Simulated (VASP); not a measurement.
VASP ran on this input.

INCAR:
```
# general
SYSTEM   =  PbTe
PREC     =  Accurate
ENCUT    =  400
LREAL    =  F
LASPH    =  T

# electronic loop
EDIFF    =  1E-6
NELM     =  100
ALGO     =  Normal
IMIX     =  1
AMIX     =  1.0
BMIX     =  1.0
LMAXMIX  =  4

# smearing
ISMEAR   =  0
SIGMA    =  0.05

# functional
GGA      =  PE

# ions
ISIF     =  2

# output
LWAVE    =  F
LCHARG   =  F
```

POSCAR:
```
PbTe
1
    0.0000000000     3.2300000000     3.2300000000
    3.2300000000     0.0000000000     3.2300000000
    3.2300000000     3.2300000000     0.0000000000
Te Pb
1 1
Direct
  0.5000000000   0.5000000000   0.5000000000
  0.0000000000   0.0000000000   0.0000000000
```

### KPOINTS
```
K-points
0
gamma
  7 7 7
0 0 0
```

POTCAR, in this order: Te Pb_d (PBE.64 set). Program: vasp_std.

Translate this PBE calculation to Ansatz.

One equivalent input (not run):
Ansatz 0.2 input:
```yaml
crystal:
  lattice:
    - [0.0000000, 3.2300000, 3.2300000]
    - [3.2300000, 0.0000000, 3.2300000]
    - [3.2300000, 3.2300000, 0.0000000]
  atoms:
    - { symbol: Te, position: [0.5000000, 0.5000000, 0.5000000] }
    - { symbol: Pb, position: [0.0000000, 0.0000000, 0.0000000] }
kpoints:
  mp_grid: { grid: [7, 7, 7] }
hamiltonian:
  xc: pbe
  pseudopotentials: { kind: paw }
scf:
  occupations: { method: gaussian, width: 0.05 }
  max_iter: 100
output: { forces: true, stress: true, eigenvalues: true }
```
Limits of the translation: each code has its own PAW files, so the cut-off isn't converted (ENCUT is set for VASP's; basis.ecutwfc is left out, and Ansatz then takes the one that its files recommend); Ansatz stops its SCF on the density residual and VASP on the energy change (EDIFF).

The compound is PbTe in the rock salt structure. The cell was not relaxed at this level. The run is one of a series of settings (AMIX = 1.0, BMIX = 1.0, IMIX = 1 against the base run), some of them coarse on purpose.
